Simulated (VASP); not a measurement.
Data:

```
CdF2
1.0
    0.00000     2.65797     2.65797
    2.65797     0.00000     2.65797
    2.65797     2.65797     0.00000
Cd F
1 2
Direct
  0.00000   0.00000   0.00000
  0.25000   0.25000   0.25000
  0.75000   0.75000   0.75000
```

The numbers are results of LDA (Ceperley-Alder, Perdew-Zunger), VASP's LDA PAW potentials (set 64) (plane waves; VASP), not measurements. Numerical set-up: 520 eV cut-off, 8×8×8 Γ-centred mesh, tetrahedra with Blöchl corrections, potentials Cd F.

**Question.** Estimate the energy per atom (σ→0), band gap (on the k-mesh) with the smallest direct gap where there is one.

**Answer.** 
```
Item                                          Value
-----------------------------------  --------------
band gap (on the k-mesh)                    2.94 eV
smallest direct gap (on the k-mesh)         3.36 eV
energy per atom (σ→0)                -4.246 eV/atom
```

Only differences to runs with the same potentials and settings are physical.

The structure comes from a computed database's CdF2 entry (Fm-3m); how it stands against other phases isn't given here. It was relaxed first.
